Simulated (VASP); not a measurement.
AlAs (relaxed from the zinc blende structure, space group F-43m): computed properties

All values below come from PBEsol GGA, VASP's PBE PAW potentials (set 64) (plane waves; VASP 6.6.1).

```json
{
  "space_group": "F-43m (216)",
  "cell": "a = b = c = 5.6813 Å, α = β = γ = 90.00°",
  "volume_per_atom": "22.92 Å^3/atom",
  "band gap (over mesh and band path)": "1.34 eV",
  "smallest direct gap (over mesh and band path)": "1.90 eV",
  "band_edge_character": "indirect, Γ to X",
  "density": "3.69 g/cm³"
}
```

```xyz
2
Lattice="0.0000 2.8406 2.8406 2.8406 0.0000 2.8406 2.8406 2.8406 0.0000" Properties=species:S:1:pos:R:3 pbc="T T T"
Al     0.0000     0.0000     0.0000
As     1.4203     1.4203     1.4203
```

The structure was generated: AlAs was put into the zinc blende type (F-43m), which need not be its known phase. It was relaxed first, which changed the volume by +8 %. Symmetry was kept, so distortions that lower it aren't found.
